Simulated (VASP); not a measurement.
```yaml
crystal:
  lattice:
    - [-3.11100, 3.11100, 3.11100]
    - [3.11100, -3.11100, 3.11100]
    - [3.11100, 3.11100, -3.11100]
  atoms:
    - { symbol: Cs, position: [0.00000, 0.00000, 0.00000] }
```

The base run (VASP): PBE GGA, plane waves, VASP's PBE PAW potentials (set 64). Numerical set-up: 400 eV cut-off, 8×8×8 Γ-centred mesh, first-order Methfessel-Paxton smearing of 0.10 eV, potentials Cs_sv.

The base run took about 9 core-seconds. Times come from single runs on busy shared machines, so they are rough: good to a factor of about 2.

Pressures at a finite cut-off, here 400 eV, hold a Pulay part, which wasn't tested here.

```
setting                                          cost over the base run  electronic steps  pressure (GPa)
-----------------------------------------------  ----------------------  ----------------  --------------
GGA = 91                                           within a factor of 2                10           -0.07
IVDW = 11                                          within a factor of 2                10           -0.12
IVDW = 13                                          within a factor of 2                10           -0.14
GGA = RP                                           within a factor of 2                10            0.17
GGA = RE                                           within a factor of 2                10            0.13
base run                                                      reference                10           -0.06
GGA removed, LMIXTAU = .TRUE., METAGGA = R2SCAN                       …                 …               …
```

What belongs in the gaps?

- GGA removed, LMIXTAU = .TRUE., METAGGA = R2SCAN, cost over the base run: about 8 times
- GGA removed, LMIXTAU = .TRUE., METAGGA = R2SCAN, electronic steps: 36
- GGA removed, LMIXTAU = .TRUE., METAGGA = R2SCAN, pressure (GPa): 0.03

Left out are runs that failed, have no time on record or changed the cell.

The compound is Cs in the bcc structure. The cell was not relaxed at this level.
